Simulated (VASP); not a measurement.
Input for VASP

**KPOINTS**
```
Automatic mesh
0
Gamma
14 14 14
0 0 0
```

INCAR:
```
# general
SYSTEM  = Ta
PREC    = Accurate
ENCUT   = 520
LREAL   = .False.
LASPH   = .True.

# electronic loop
EDIFF   = 1E-6
NELM    = 100
ALGO    = Normal
LMAXMIX = 6

# smearing
ISMEAR  = 1
SIGMA   = 0.1

# ions
IBRION  = 2
NSW     = 60
ISIF    = 3
EDIFFG  = -0.01

# output
LWAVE   = .False.
LCHARG  = .False.
```

File POSCAR:
```
Ta
1.0
 -1.6300023446   1.6300023446   1.6300023446
  1.6300023446  -1.6300023446   1.6300023446
  1.6300023446   1.6300023446  -1.6300023446
Ta
1
Cart
 -1.6300023446   1.6300023446   1.6300023446
```

POTCAR, in this order: Ta_pv (LDA.64 set). Program: vasp_std.

**Question.** Translate this LDA calculation to Ansatz.

**Answer.** One equivalent input (not run):
Ansatz 0.2 input:
```yaml
crystal:
  lattice:
    - [-1.6300023, 1.6300023, 1.6300023]
    - [1.6300023, -1.6300023, 1.6300023]
    - [1.6300023, 1.6300023, -1.6300023]
  atoms:
    - { symbol: Ta, position: [1.0000000, 0.0000000, 0.0000000] }
kpoints:
  mp_grid: { grid: [14, 14, 14] }
hamiltonian:
  xc: lda
  pseudopotentials: { kind: paw }
scf:
  occupations: { method: methfessel_paxton, width: 0.1 }
  max_iter: 100
relax:
  max_steps: 60
  f_tol: 0.01
  cell: {}
output: { forces: true, stress: true, eigenvalues: true }
```
The two are equivalent in intent, not identical: each code has its own PAW files, so the cut-off isn't converted (ENCUT is set for VASP's; basis.ecutwfc is left out, and Ansatz then takes the one that its files recommend); Ansatz stops its SCF on the density residual and VASP on the energy change (EDIFF); Ansatz's lda is the Perdew-Wang form, while the LDA potentials of VASP carry Perdew-Zunger's.

The compound is Ta in the bcc structure. It was relaxed first. The start is the result of an earlier pass.
